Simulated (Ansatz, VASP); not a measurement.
## BiAs in VASP and in Ansatz

The input INCAR:

```
SYSTEM = BiAs
ALGO = Normal
EDIFF = 1E-6
EDIFFG = -0.005
ENCUT = 600
GGA = PS
IBRION = 2
ISIF = 3
ISMEAR = -1
LASPH = .True.
LCHARG = .False.
LREAL = .False.
LWAVE = .False.
NELM = 100
NSW = 60
PREC = Accurate
SIGMA = 0.08
```

Contents of KPOINTS:

```
k-points
0
Gamma
  12 12 12
  0 0 0
```

File POSCAR:

```
BiAs
1.0
    3.2421526358      0.0000000000      0.0000000000
    0.0000000000      3.2421526358      0.0000000000
    0.0000000000      0.0000000000      3.2421526358
Bi As
1 1
Direct
    0.0000000000      0.0000000000      0.0000000000
    0.5000000000      0.5000000000      0.5000000000
```

Input for Ansatz:

```yaml
crystal:
  lattice:
    - [3.2421526358, 0.0, 0.0]
    - [0.0, 3.2421526358, 0.0]
    - [0.0, 0.0, 3.2421526358]
  atoms:
    - { symbol: Bi, position: [0.0, 0.0, 0.0] }
    - { symbol: As, position: [0.5, 0.5, 0.5] }
kpoints:
  mp_grid: { grid: [12, 12, 12] }
scf:
  occupations: { method: fermi_dirac, width: 0.08 }
hamiltonian:
  xc: pbesol
  pseudopotentials: { kind: paw }
output:
  forces: true
  stress: true
relax:
  f_tol: 0.005
  max_steps: 40
  cell: {}
```

Alike in both runs: task relaxation of cell and atoms; functional PBEsol; k mesh 12 × 12 × 12; occupations fermi-dirac, width 0.08 eV; no spin polarisation.

|  | VASP | Ansatz |
| --- | --- | --- |
| version | VASP 6.6.1 | Ansatz 0.2.0 |
| potentials or method | VASP PAW PBE potentials, release 64 (Bi_d, As) | PAW with Ansatz's default frozen-core files, scalar-relativistic |
| plane-wave cutoff (eV) | 600 | 420 |
| valence electrons in the cell | 20 | 30 |

VASP gave:

- relaxed volume (Å³/atom): 23.94
- relaxed cell length with the largest relative difference (Å): 3.631
- energy change over the relaxation (meV/atom): -870

Problem. Estimate Ansatz's values.

Solution. Relaxed volume (Å³/atom): 23.91; relaxed cell length with the largest relative difference (Å): 3.630; energy change over the relaxation (meV/atom): -859.

The two sets of potentials don't hold the same shells in valence.

Caveats: the volume moved by over 15 % at a fixed basis, so the end points are rough (VASP); the PAW data sets were made with another functional, which shifts forces and pressure a little (VASP).
